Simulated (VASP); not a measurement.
# BiB2N with PBEsol + D3: from relaxation to properties, part 2 of 7

Wanted: the relaxed cell of BiB2N and its properties. The cell is invented: it takes the structure of COD entry 9008835, BP (space group 216 there), with some of its atoms replaced by other elements, volume scaled by an estimate. It may not be a known or stable phase.

VASP 6.6.1, plane waves and PAW; the level of theory is named at each step.

Still holding for the runs below: The k-mesh is coarse for a metal.

So far. Step 2 (Rough relaxation of the start cell): It ends with a largest force of 0.009 eV/Å and a pressure of 0.12 GPa. The relaxed cell has a = 2.904, c = 5.715 Å (conventional setting).

### Step 3. Full relaxation (PBEsol + D3)

Level of this step: PBEsol with D3; plane waves and PAW (Bi_d, N, B); invented cell (VASP).

Properties are meant for the cell that this level of theory prefers, so cell and atoms are relaxed first (ISIF = 3) until forces and stress are small; EDIFFG sets the threshold.

INCAR

```
SYSTEM = BiB2N
PREC = Accurate
ENCUT = 520
EDIFF = 1E-06
NELM = 100
ISMEAR = -1
SIGMA = 0.05
LREAL = .FALSE.
ALGO = Normal
GGA = PS
IVDW = 11
NBANDS = 19
LORBIT = 11
LWAVE = .FALSE.
LCHARG = .FALSE.
KPAR = 2
IBRION = 2
NSW = 60
ISIF = 3
EDIFFG = -0.01
```

POSCAR

```
BiB2N
1.0
    2.9042471922      0.0000000000      0.0000000000
    0.0000000000      2.9042471922      0.0000000000
    0.0000000000      0.0000000000      5.7152447034
Bi N B
1 1 2
Direct
    0.5000000000      0.5000000000      0.0000000000
    0.0000000000      0.0000000000      0.5000000000
    0.0000000000      0.5000000000      0.3836118100
    0.5000000000      0.0000000000      0.6163881900
```

KPOINTS

```
Automatic mesh
0
Gamma
8 8 4
0 0 0
```

Potentials, in the order of the species: Bi_d, N and B (PBE family, release 64).

The run is started by

```bash
> mpirun -np 2 vasp_std
```

Log:

```text
[banner, memory and clock lines left out]
running    2 mpi-ranks, on    1 nodes
 distrk:  each k-point on    1 cores,    2 groups
 distr:  one band on    1 cores,    1 groups

 POSCAR found type information on POSCAR BiN B
 POSCAR found :  3 types and       4 ions
 [... a notice as in an earlier step ...]

 LDA part: xc-table for (Slater+PW92), standard interpolation
 POSCAR, INCAR and KPOINTS ok, starting setup
 FFT: planning ... GRIDC
 FFT: planning ... GRID_SOFT
 FFT: planning ... GRID
 WAVECAR not read
 entering main loop
       N       E                     dE             d eps       ncg     rms          rms(c)
DAV:   1     0.217391093825E+03    0.21739E+03   -0.13824E+04  1710   0.162E+03
DAV:   2    -0.562698800130E+01   -0.22302E+03   -0.21606E+03  1812   0.402E+02
DAV:   3    -0.242476534432E+02   -0.18621E+02   -0.18139E+02  2276   0.118E+02
DAV:   4    -0.248087559092E+02   -0.56110E+00   -0.55617E+00  2083   0.199E+01
DAV:   5    -0.248249895209E+02   -0.16234E-01   -0.16226E-01  2422   0.344E+00    0.646E+00
DAV:   6    -0.237761981477E+02    0.10488E+01   -0.51337E+00  2247   0.138E+01    0.307E+00
DAV:   7    -0.237504540392E+02    0.25744E-01   -0.52335E-01  1893   0.415E+00    0.193E+00
DAV:   8    -0.237341819744E+02    0.16272E-01   -0.87340E-02  2049   0.163E+00    0.480E-01
DAV:   9    -0.237306780697E+02    0.35039E-02   -0.15571E-02  2036   0.748E-01    0.133E-01
DAV:  10    -0.237307830461E+02   -0.10498E-03   -0.22225E-03  1993   0.291E-01    0.556E-02
DAV:  11    -0.237307570283E+02    0.26018E-04   -0.23860E-04  2041   0.951E-02    0.162E-02
DAV:  12    -0.237307601531E+02   -0.31248E-05   -0.20903E-05  1990   0.333E-02    0.937E-03
DAV:  13    -0.237307590735E+02    0.10797E-05   -0.47431E-06  1932   0.117E-02    0.103E-03
DAV:  14    -0.237307591359E+02   -0.62462E-07   -0.29888E-07  1113   0.440E-03
   1 F= -.24351676E+02 E0= -.24342583E+02  d E =-.243517E+02
 curvature:   0.00 expect dE= 0.000E+00 dE for cont linesearch  0.000E+00
 trial: gam= 0.00000 g(F)=  0.137E-03 g(S)=  0.289E+00 ort = 0.000E+00 (trialstep = 0.100E+01)
 search vector abs. value=  0.289E+00
 bond charge predicted
       N       E                     dE             d eps       ncg     rms          rms(c)
DAV:   1    -0.250327879274E+02   -0.13020E+01   -0.33537E+01  2113   0.670E+01    0.470E+00
DAV:   2    -0.241743228910E+02    0.85847E+00   -0.26740E+00  2272   0.168E+01    0.231E+00
DAV:   3    -0.239809677081E+02    0.19336E+00   -0.49002E-01  2292   0.784E+00    0.671E-01
DAV:   4    -0.239663400249E+02    0.14628E-01   -0.49732E-02  2518   0.185E+00    0.222E-01
DAV:   5    -0.239655484731E+02    0.79155E-03   -0.36141E-03  2307   0.466E-01    0.113E-01
DAV:   6    -0.239654402485E+02    0.10822E-03   -0.80808E-04  2150   0.263E-01    0.362E-02
DAV:   7    -0.239654272287E+02    0.13020E-04   -0.15435E-04  1988   0.859E-02    0.121E-02
DAV:   8    -0.239654250886E+02    0.21402E-05   -0.16499E-05  2124   0.403E-02    0.270E-03
DAV:   9    -0.239654247843E+02    0.30430E-06   -0.12663E-06  1083   0.111E-02
   2 F= -.24580014E+02 E0= -.24573804E+02  d E =-.228338E+00
[...]
3 F= -.24627366E+02 E0= -.24621567E+02  d E =-.275691E+00
[...]
4 F= -.24685024E+02 E0= -.24679325E+02  d E =-.576572E-01
[...]
5 F= -.24699114E+02 E0= -.24694174E+02  d E =-.717475E-01
[...]
6 F= -.24699117E+02 E0= -.24694184E+02  d E =-.717508E-01
[...]
7 F= -.24700431E+02 E0= -.24695039E+02  d E =-.131366E-02
[...]
8 F= -.24700454E+02 E0= -.24695121E+02  d E =-.133702E-02
 curvature:  -0.54 expect dE=-0.122E-03 dE for cont linesearch -0.133E-06
 trial: gam= 0.04075 g(F)=  0.289E-04 g(S)=  0.199E-03 ort =-0.285E-04 (trialstep = 0.103E+01)
 search vector abs. value=  0.231E-03
 bond charge predicted
       N       E                     dE             d eps       ncg     rms          rms(c)
DAV:   1    -0.240863000756E+02   -0.10882E-04   -0.29054E-02  2138   0.194E+00    0.141E-01
DAV:   2    -0.240855324489E+02    0.76763E-03   -0.22959E-03  2250   0.528E-01    0.652E-02
DAV:   3    -0.240853876600E+02    0.14479E-03   -0.39789E-04  2307   0.235E-01    0.188E-02
DAV:   4    -0.240853779299E+02    0.97300E-05   -0.38314E-05  2523   0.525E-02    0.663E-03
DAV:   5    -0.240853777720E+02    0.15797E-06   -0.23521E-06  1573   0.135E-02
   9 F= -.24700585E+02 E0= -.24695237E+02  d E =-.130702E-03
 trial-energy change:   -0.000131  1 .order   -0.000148   -0.000234   -0.000062
 step:   1.4106(harm=  1.4106)  dis= 0.00165  next Energy=   -24.700614 (dE=-0.160E-03)
 reached required accuracy - stopping structural energy minimisation
```

Elapsed: 44 s, on 2 MPI ranks of Intel Xeon 6975P-C (Granite Rapids), shared host; peak memory 0.4 GiB; 86 s of CPU time.

OUTCAR, selected parts (step 3):

```text
  LATTYP: Found a simple tetragonal cell.
 ALAT       =     2.9042471922
 C/A-ratio  =     1.9678919614

The static configuration has the point symmetry D_2d.

 Found     45 irreducible k-points:

   k-points           NKPTS =     45   k-points in BZ     NKDIM =     45   number of bands    NBANDS=     19

   dimension x,y,z NGX =    24 NGY =   24 NGZ =   48
   dimension x,y,z NGXF=    48 NGYF=   48 NGZF=   96

   ENCUT  =  520.0 eV  38.22 Ry    6.18 a.u.   5.40  5.40 10.63*2*pi/ulx,y,z

   NELECT =      26.0000    total number of electrons

 Edisp (eV)   -0.61417

 E-fermi :   8.3610

 k-point     1 :       0.0000    0.0000    0.0000
  band No.  band energies     occupation
    ...
      8      -1.5236      2.00000
      9       1.3490      2.00000
     10       1.3490      2.00000
     11       4.8072      2.00000
     12       6.1499      2.00000
     13      10.2597      0.00000
     14      12.2092      0.00000
     15      12.7891      0.00000
     16      12.7891      0.00000
     17      13.5404      0.00000
    ...

 k-point     2 :       0.1250    0.0000    0.0000
  band No.  band energies     occupation
    ...
      8      -1.3118      2.00000
      9       0.4542      2.00000
     10       1.4510      2.00000
     11       4.8604      2.00000
     12       6.4691      2.00000
     13      10.3707      0.00000
     14      11.3712      0.00000
     15      12.1228      0.00000
     16      12.7718      0.00000
     17      12.8886      0.00000
    ...

 Edisp (eV)   -0.61521

  Total       0.02158     0.02158    -0.03782     0.00000     0.00000     0.00000
  in kB       0.68607     0.68607    -1.20250     0.00000     0.00000     0.00000
  external pressure =        0.06 kB  Pullay stress =        0.00 kB

  energy-cutoff  :      520.00
  volume of cell :       50.39
      direct lattice vectors                 reciprocal lattice vectors
     2.806919681  0.000000000  0.000000000     0.356262421  0.000000000 -0.000000000
     0.000000000  2.806919681  0.000000000     0.000000000  0.356262421  0.000000000
     0.000000000  0.000000000  6.395783901    -0.000000000  0.000000000  0.156353000

 POSITION                                       TOTAL-FORCE (eV/Angst)
 -----------------------------------------------------------------------------------
      1.40346      1.40346      6.39578        -0.000000      0.000000      0.000000
      2.80692      0.00000      3.19789         0.000000     -0.000000      0.000000
      0.00000      1.40346      2.43537        -0.000000     -0.000000     -0.003137
      1.40346      0.00000      3.96041         0.000000     -0.000000      0.003137
 -----------------------------------------------------------------------------------
    total drift:                                0.000000      0.000000     -0.000000

  FREE ENERGIE OF THE ION-ELECTRON SYSTEM (eV)
  ---------------------------------------------------
  free  energy   TOTEN  =       -24.7005849110 eV

  energy  without entropy=      -24.6898893836  energy(sigma->0) =      -24.69523715

 total charge
# of ion       s       p       d       tot
------------------------------------------
    1        1.549   1.487  10.004  13.041
    2        1.217   2.588   0.000   3.805
    3        0.671   1.006   0.000   1.677
    4        0.671   1.006   0.000   1.677
--------------------------------------------------
tot          4.107   6.088  10.004  20.199

[... 2 parts as in an earlier step ...]

[... 7 further parts left out ...]
```

CONTCAR:

```
BiB2N
   1.00000000000000
     2.8069196805685479    0.0000000000000000    0.0000000000000000
     0.0000000000000000    2.8069196805685479    0.0000000000000000
     0.0000000000000000    0.0000000000000000    6.3957839011813267
  Bi              N               B
     1     1     2
Direct
     0.5000000000000000    0.5000000000000000    1.0000000000000000
     1.0000000000000000    0.0000000000000000    0.5000000000000000
     0.0000000000000000    0.5000000000000000    0.3807781511039218
     0.5000000000000000    0.0000000000000000    0.6192218488960782
```

Step by step:

```csv
step,energy less that of the first step (eV),largest force (eV/Å),pressure (GPa),volume (Å³)
1,0.0000,0.0377,4.60,48.21
2,-0.2283,0.2026,-1.52,50.59
3,-0.2757,0.1323,-5.17,52.00
4,-0.3333,0.2099,2.97,49.75
5,-0.3474,0.1608,0.22,50.41
6,-0.3474,0.1627,0.32,50.38
7,-0.3488,0.0014,-0.17,50.48
8,-0.3488,0.0173,-0.14,50.47
9,-0.3489,0.0031,0.01,50.39
```

```csv
"conventional cell, symmetrised",before,after,change
a (Å),2.904,2.807,-3.4 %
b (Å),2.904,2.807,-3.4 %
c (Å),5.715,6.396,+11.9 %
volume (Å³/atom),12.05,12.60,+4.5 %
```

The atoms that moved most (Å, as changes of fractional coordinates times the final cell):

```csv
atom,dx,dy,dz,length
B3,0.000,0.000,-0.018,0.018
B4,0.000,0.000,0.018,0.018
```

The relaxed structure:

```xyz
4
Lattice="2.8069 0.0000 0.0000 0.0000 2.8069 0.0000 0.0000 0.0000 6.3958" Properties=species:S:1:pos:R:3 pbc="T T T"
Bi    1.4035    1.4035    0.0000
N     0.0000    0.0000    3.1979
B     0.0000    1.4035    2.4354
B     1.4035    0.0000    3.9604
```

Numbers from this step:

```
irreducible k-points            : 45
free energy (TOTEN)             : -24.70 eV
energy at zero smearing         : -24.70 eV
Fermi energy                    : 8.361 eV
pressure                        : 0.005655 GPa
SCF cycles over all ionic steps : 66
```

It ends with a largest force of 0.003 eV/Å and a pressure of 0.01 GPa.

### Step 4. Second relaxation

A relaxation keeps the plane waves of the cell it began with, so it is repeated from the new cell, on a basis made for it.

INCAR is that of step 3.

POSCAR

```
BiB2N
1.0
    2.8069196806      0.0000000000      0.0000000000
    0.0000000000      2.8069196806      0.0000000000
    0.0000000000      0.0000000000      6.3957839012
Bi N B
1 1 2
Direct
    0.5000000000      0.5000000000      0.0000000000
    0.0000000000      0.0000000000      0.5000000000
    0.0000000000      0.5000000000      0.3807781511
    0.5000000000      0.0000000000      0.6192218489
```

KPOINTS is that of step 3.

The run is started by

```bash
> mpirun -np 2 vasp_std
```

Log:

```text
[... set-up lines as in an earlier step ...]
 entering main loop
       N       E                     dE             d eps       ncg     rms          rms(c)
DAV:   1     0.214478850486E+03    0.21448E+03   -0.13735E+04  1710   0.157E+03
DAV:   2    -0.452535831543E+01   -0.21900E+03   -0.21172E+03  1771   0.395E+02
DAV:   3    -0.244787676292E+02   -0.19953E+02   -0.19562E+02  2212   0.120E+02
DAV:   4    -0.250952894103E+02   -0.61652E+00   -0.61090E+00  2207   0.209E+01
DAV:   5    -0.251092248905E+02   -0.13935E-01   -0.13930E-01  2321   0.315E+00    0.629E+00
DAV:   6    -0.241230048398E+02    0.98622E+00   -0.47269E+00  2094   0.124E+01    0.295E+00
DAV:   7    -0.241102405747E+02    0.12764E-01   -0.40534E-01  1908   0.354E+00    0.192E+00
DAV:   8    -0.240940002276E+02    0.16240E-01   -0.89952E-02  2021   0.166E+00    0.401E-01
DAV:   9    -0.240903937869E+02    0.36064E-02   -0.12189E-02  1978   0.710E-01    0.145E-01
DAV:  10    -0.240903680708E+02    0.25716E-04   -0.46021E-03  2014   0.365E-01    0.671E-02
DAV:  11    -0.240903134566E+02    0.54614E-04   -0.47736E-04  1943   0.138E-01    0.102E-02
DAV:  12    -0.240903163041E+02   -0.28475E-05   -0.31860E-05  1980   0.449E-02    0.527E-03
DAV:  13    -0.240903163277E+02   -0.23645E-07   -0.94227E-07  1336   0.819E-03
   1 F= -.24705523E+02 E0= -.24700168E+02  d E =-.247055E+02
 curvature:   0.00 expect dE= 0.000E+00 dE for cont linesearch  0.000E+00
 trial: gam= 0.00000 g(F)=  0.112E-06 g(S)=  0.114E-03 ort = 0.000E+00 (trialstep = 0.100E+01)
 search vector abs. value=  0.114E-03
 bond charge predicted
       N       E                     dE             d eps       ncg     rms          rms(c)
DAV:   1    -0.240923352639E+02   -0.20190E-02   -0.21028E-02  2175   0.202E+00    0.146E-01
DAV:   2    -0.240916628768E+02    0.67239E-03   -0.17372E-03  2252   0.550E-01    0.591E-02
DAV:   3    -0.240915527203E+02    0.11016E-03   -0.37771E-04  2486   0.254E-01    0.107E-02
DAV:   4    -0.240915481360E+02    0.45842E-05   -0.18464E-05  2420   0.375E-02    0.464E-03
DAV:   5    -0.240915471649E+02    0.97116E-06   -0.18936E-06  1426   0.146E-02
   2 F= -.24705552E+02 E0= -.24700156E+02  d E =-.282352E-04
 trial-energy change:   -0.000028  1 .order   -0.000040   -0.000114    0.000035
 step:   0.6626(harm=  0.7634)  dis= 0.00003  next Energy=   -24.705558 (dE=-0.347E-04)
 bond charge predicted
       N       E                     dE             d eps       ncg     rms          rms(c)
DAV:   1    -0.240912392809E+02    0.30886E-03   -0.23760E-03  2193   0.675E-01    0.498E-02
DAV:   2    -0.240911616438E+02    0.77637E-04   -0.19943E-04  2237   0.186E-01    0.202E-02
DAV:   3    -0.240911494114E+02    0.12232E-04   -0.42943E-05  2480   0.856E-02    0.365E-03
DAV:   4    -0.240911493666E+02    0.44769E-07   -0.17951E-06  1227   0.126E-02
   3 F= -.24705560E+02 E0= -.24700179E+02  d E =-.368055E-04
 curvature:  -0.31 expect dE=-0.684E-05 dE for cont linesearch -0.785E-06
 trial: gam= 0.00000 g(F)=  0.283E-05 g(S)=  0.191E-04 ort =-0.170E-04 (trialstep = 0.933E+00)
 search vector abs. value=  0.219E-04
 reached required accuracy - stopping structural energy minimisation
```

Run time: 13 s. Hardware: 2 MPI ranks; peak memory 0.4 GiB.

From OUTCAR (step 4):

```text
  LATTYP: Found a simple tetragonal cell.
 ALAT       =     2.8069196806
 C/A-ratio  =     2.2785774546

The static configuration has the point symmetry D_2d.

 Found     45 irreducible k-points:

   ENCUT  =  520.0 eV  38.22 Ry    6.18 a.u.   5.22  5.22 11.89*2*pi/ulx,y,z

   NELECT =      26.0000    total number of electrons

 Edisp (eV)   -0.61400

 E-fermi :   8.3438

 k-point     1 :       0.0000    0.0000    0.0000
  band No.  band energies     occupation
    ...
      8      -1.5311      2.00000
      9       1.3424      2.00000
     10       1.3424      2.00000
     11       4.7906      2.00000
     12       6.1292      2.00000
     13      10.2433      0.00000
     14      12.1910      0.00000
     15      12.7714      0.00000
     16      12.7714      0.00000
     17      13.5118      0.00000
    ...

 k-point     2 :       0.1250    0.0000    0.0000
  band No.  band energies     occupation
    ...
      8      -1.3196      2.00000
      9       0.4475      2.00000
     10       1.4443      2.00000
     11       4.8444      2.00000
     12       6.4486      2.00000
     13      10.3552      0.00000
     14      11.3530      0.00000
     15      12.1033      0.00000
     16      12.7544      0.00000
     17      12.8699      0.00000
    ...

 Edisp (eV)   -0.61441

  Total      -0.02761    -0.02761     0.00747     0.00000     0.00000     0.00000
  in kB      -0.87668    -0.87668     0.23736     0.00000     0.00000     0.00000
  external pressure =       -0.51 kB  Pullay stress =        0.00 kB

  energy-cutoff  :      520.00
  volume of cell :       50.45
      direct lattice vectors                 reciprocal lattice vectors
     2.807724360  0.000000000  0.000000000     0.356160318  0.000000000 -0.000000000
     0.000000000  2.807724360  0.000000000     0.000000000  0.356160318  0.000000000
     0.000000000  0.000000000  6.400032690    -0.000000000  0.000000000  0.156249202

 POSITION                                       TOTAL-FORCE (eV/Angst)
 -----------------------------------------------------------------------------------
      1.40386      1.40386      6.40003         0.000000      0.000000      0.000000
      0.00000      0.00000      3.20002         0.000000     -0.000000      0.000000
      2.80772      1.40386      2.43696         0.000000     -0.000000      0.005411
      1.40386      0.00000      3.96307        -0.000000     -0.000000     -0.005411
 -----------------------------------------------------------------------------------
    total drift:                                0.000000      0.000000     -0.000000

  FREE ENERGIE OF THE ION-ELECTRON SYSTEM (eV)
  ---------------------------------------------------
  free  energy   TOTEN  =       -24.7055602722 eV

  energy  without entropy=      -24.6947983045  energy(sigma->0) =      -24.70017929

 total charge
# of ion       s       p       d       tot
------------------------------------------
    1        1.550   1.486  10.004  13.040
    2        1.215   2.594   0.000   3.808
    3        0.670   1.005   0.000   1.676
    4        0.670   1.005   0.000   1.676
--------------------------------------------------
tot          4.105   6.090  10.004  20.199

[... 5 parts as in an earlier step ...]

[... 6 further parts left out ...]
```

Little changed from the start: no atom moved by 0.005 Å and no cell edge by 0.1 %.

Numbers from this step:

```yaml
free_energy_toten: -24.71 eV
fermi_energy: 8.344 eV
pressure: -0.05053 GPa
scf_cycles_over_all_ionic_steps: 22
```

It ends with a largest force of 0.005 eV/Å and a pressure of -0.05 GPa. The volume moved by only 0.12 %, so the volume is settled.

[end of part 2 of 7]

[Lines on the potential files, build, host, timing and source positions are cut from VASP's logs without a mark.]

[Logs are printed without paths, hosts, clocks, repeated set-up lines and the standing remarks that a program may print on its own settings, such as how far it seeks lower states.]

[Hosts, paths, dates, database ids (printed as entryN), source tags and the programs' standing remarks are cut or masked in the printed files.]

[A measured line is paired with the nearest computed mode of its activity, which favours agreement.]

[In band tables of VASP the shares of atoms and orbitals are scaled to a sum of 1 inside the atoms' spheres.]
